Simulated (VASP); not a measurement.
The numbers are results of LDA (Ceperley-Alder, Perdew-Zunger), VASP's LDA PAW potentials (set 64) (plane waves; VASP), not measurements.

VASP ran on this input.

INCAR:
```
SYSTEM = Si3N4
PREC = Accurate; ENCUT = 400; LREAL = Auto
LASPH = .TRUE.
EDIFF = 1E-6; NELM = 100; ALGO = Normal
ISMEAR = 0; SIGMA = 0.01
ISIF = 2
LWAVE = .FALSE.; LCHARG = .FALSE.
```

POSCAR:
```
Si3N4
1.0
  7.6045400000   0.0000000000   0.0000000000
 -3.8022700000   6.5857250000   0.0000000000
  0.0000000000   0.0000000000   2.9052000000
Si N
6 8
Cartesian
 -1.3794255333   5.4328938388   2.1789000000
  5.1816955333   1.1528311613   0.7263000000
  2.2098032786   1.5218293330   0.7263000000
  1.5924667214   5.0638956670   2.1789000000
 -0.2130411881   2.6746604942   2.1789000000
  4.0153111881   3.9110645058   0.7263000000
 -0.0000038023   4.3904855286   2.1789000000
  3.8022738023   2.1952394714   0.7263000000
  4.8232935631   4.4114478912   2.1789000000
 -1.0210235631   2.1742771088   0.7263000000
 -1.4087790577   6.3828188128   0.7263000000
  5.2110490577   0.2029061873   2.1789000000
  1.3724673792   1.9713709215   2.1789000000
  2.4298026208   4.6143540785   0.7263000000
```

KPOINTS:
```
Automatic
0
gamma
 3 3 6
0 0 0
```

POTCAR, in this order: Si N (LDA.64 set). Program: vasp_std.

The run wrote:

### OUTCAR
```
 ion  position               nearest neighbor table
   1  0.231  0.825  0.750-   7 1.73   9 1.73  11 1.74  11 1.74   4 2.99   5 2.99   6 3.05   6 3.05
                             3 3.05   3 3.05
   2  0.769  0.175  0.250-   8 1.73  10 1.73  12 1.74  12 1.74   3 2.99   6 2.99   5 3.05   5 3.05
                             4 3.05   4 3.05
   3  0.406  0.231  0.250-   8 1.73  11 1.73  13 1.74  13 1.74   2 2.99   6 2.99   5 3.05   5 3.05
                             1 3.05   1 3.05
   4  0.594  0.769  0.750-   7 1.73  12 1.73  14 1.74  14 1.74   1 2.99   5 2.99   6 3.05   6 3.05
                             2 3.05   2 3.05
   5  0.175  0.406  0.750-   7 1.73  13 1.73  10 1.74  10 1.74   4 2.99   1 2.99   3 3.05   3 3.05
                             2 3.05   2 3.05
   6  0.825  0.594  0.250-   8 1.73  14 1.73   9 1.74   9 1.74   3 2.99   2 2.99   4 3.05   4 3.05
                             1 3.05   1 3.05
   7  0.333  0.667  0.750-   1 1.73   5 1.73   4 1.73
   8  0.667  0.333  0.250-   2 1.73   6 1.73   3 1.73
   9  0.969  0.670  0.750-   1 1.73   6 1.74   6 1.74
  10  0.031  0.330  0.250-   2 1.73   5 1.74   5 1.74
  11  0.299  0.969  0.250-   3 1.73   1 1.74   1 1.74
  12  0.701  0.031  0.750-   4 1.73   2 1.74   2 1.74
  13  0.330  0.299  0.750-   5 1.73   3 1.74   3 1.74
  14  0.670  0.701  0.250-   6 1.73   4 1.74   4 1.74
  LATTYP: Found a hexagonal cell.
 ALAT       =     7.6045400000
 C/A-ratio  =     0.3820349423
 Subroutine PRICEL returns:
...
```

### OSZICAR
```
       N       E                     dE             d eps       ncg     rms          rms(c)
DAV:   1     0.245149795341E+03    0.24515E+03   -0.27815E+04   968   0.120E+03
DAV:   2    -0.124428987863E+03   -0.36958E+03   -0.35387E+03  1248   0.262E+02
DAV:   3    -0.144126210591E+03   -0.19697E+02   -0.19582E+02  1152   0.691E+01
DAV:   4    -0.144475812941E+03   -0.34960E+00   -0.34855E+00  1200   0.930E+00
DAV:   5    -0.144484941275E+03   -0.91283E-02   -0.91227E-02  1120   0.143E+00    0.300E+01
DAV:   6    -0.127056620016E+03    0.17428E+02   -0.72305E+01  1120   0.350E+01    0.140E+01
DAV:   7    -0.126719698918E+03    0.33692E+00   -0.29124E+00  1240   0.671E+00    0.633E+00
DAV:   8    -0.126552282871E+03    0.16742E+00   -0.18068E-01  1144   0.222E+00    0.201E+00
DAV:   9    -0.126527700314E+03    0.24583E-01   -0.32020E-02  1152   0.889E-01    0.288E-01
DAV:  10    -0.126528147852E+03   -0.44754E-03   -0.28251E-03  1144   0.252E-01    0.130E-01
DAV:  11    -0.126528122833E+03    0.25019E-04   -0.34796E-04  1152   0.102E-01    0.392E-02
DAV:  12    -0.126528118746E+03    0.40876E-05   -0.19368E-05  1224   0.197E-02    0.174E-02
DAV:  13    -0.126528118888E+03   -0.14246E-06   -0.76495E-06  1152   0.131E-02
   1 F= -.12652812E+03 E0= -.12652812E+03  d E =-.492260E-36
```

### OUTCAR
```
------------------------ aborting loop because EDIFF is reached ----------------------------------------
  FORCE on cell =-STRESS in cart. coord.  units (eV):
  Direction    XX          YY          ZZ          XY          YZ          ZX
  --------------------------------------------------------------------------------------
  Total       -6.0270612     -6.0270615     -6.3847513     -0.0000001      0.0000000      0.0000000
  in kB      -66.3687453    -66.3687489    -70.3075547     -0.0000007      0.0000000      0.0000000
  external PRESSURE =     -67.6816830 kB  Pullay stress =       0.0000000 kB
  volume of cell :      145.50
      direct lattice vectors                 reciprocal lattice vectors
     7.604540000  0.000000000  0.000000000     0.131500393  0.075921785  0.000000000
    -3.802270000  6.585725000  0.000000000     0.000000000  0.151843571  0.000000000
     0.000000000  0.000000000  2.905200000     0.000000000  0.000000000  0.344210381
 POSITION                                       TOTAL-FORCE (eV/Angst)
 -----------------------------------------------------------------------------------
     -1.37943      5.43289      2.17890         0.020688      0.016709     -0.000000
      5.18170      1.15283      0.72630        -0.020688     -0.016709     -0.000000
      2.20980      1.52183      0.72630        -0.004126      0.026271     -0.000000
      1.59247      5.06390      2.17890         0.004126     -0.026271      0.000000
     -0.21304      2.67466      2.17890        -0.024814      0.009562      0.000000
      4.01531      3.91106      0.72630         0.024814     -0.009562     -0.000000
     -0.00000      4.39049      2.17890         0.000000      0.000000      0.000000
      3.80227      2.19524      0.72630         0.000000     -0.000000     -0.000000
      4.82329      4.41145      2.17890         0.005282     -0.022276     -0.000000
     -1.02102      2.17428      0.72630        -0.005282      0.022276      0.000000
     -1.40878      6.38282      0.72630         0.021933     -0.006563      0.000000
      5.21105      0.20291      2.17890        -0.021933      0.006563     -0.000000
      1.37247      1.97137      2.17890         0.016651      0.015713      0.000000
      2.42980      4.61435      0.72630        -0.016651     -0.015713      0.000000
 -----------------------------------------------------------------------------------
    total drift:                                0.000000     -0.000000      0.000000
  FREE ENERGIE OF THE ION-ELECTRON SYSTEM (eV)
  ---------------------------------------------------
  free  energy   TOTEN  =      -126.5281188880 eV

  energy  without entropy=     -126.5281188880  energy(sigma->0) =     -126.52811889
```
(Selected blocks of OUTCAR.)

At this cut-off the stress carries a Pulay error, which pulls relaxed volumes low.

The structure comes from a computed database's Si3N4 entry; how it stands against other phases isn't given here. The cell was not relaxed at this level. The run is one of a series of settings (GGA removed, POTCAR Si N (LDA.64 set) against the base run), some of them coarse on purpose.
